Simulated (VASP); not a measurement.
Data:

```xyz
4
Lattice="1.2609 -2.1839 0.0000 1.2609 2.1839 0.0000 0.0000 0.0000 8.9060" Properties=species:S:1:pos:R:3 pbc="T T T"
B      1.2609     0.7280     2.2265
B      1.2609    -0.7280     6.6795
N      1.2609    -0.7280     2.2265
N      1.2609     0.7280     6.6795
```

The numbers are results of revPBE GGA, VASP's PBE PAW potentials (set 64) (plane waves; VASP 6.6.1), not measurements. Numerical set-up: 520 eV cut-off, Gaussian smearing of 0.050 eV, potentials B N.

Without a dispersion term in the relaxation, distances and binding between the weakly bound layers, chains or molecules are unreliable, and so is what depends on them.

Problem. Give the energies of bands 3 to 11 at the high-symmetry points, in eV from the valence-band maximum.

Solution. 
```tsv
band	Γ	M	K	A	L	H
3	-5.30	-8.81	-7.78	-5.12	-8.81	-7.77
4	-4.92	-8.81	-7.76	-5.12	-8.81	-7.77
5	-1.34	-4.09	-7.16	-1.34	-4.09	-7.16
6	-1.34	-4.08	-7.16	-1.34	-4.09	-7.16
7	-1.34	-0.95	0.00	-1.34	-0.88	0.00
8	-1.34	-0.81	0.00	-1.34	-0.88	0.00
9	4.57	4.69	4.69	5.63	4.82	4.68
10	7.49	4.97	4.69	5.63	4.82	4.68
11	9.32	9.40	11.78	11.11	9.59	12.37
```

The gap is indirect, 4.57 eV, from the valence maximum at H to the conduction minimum at Γ.

The compound is BN in the hex structure. It was relaxed first, which changed the volume by +36 %.
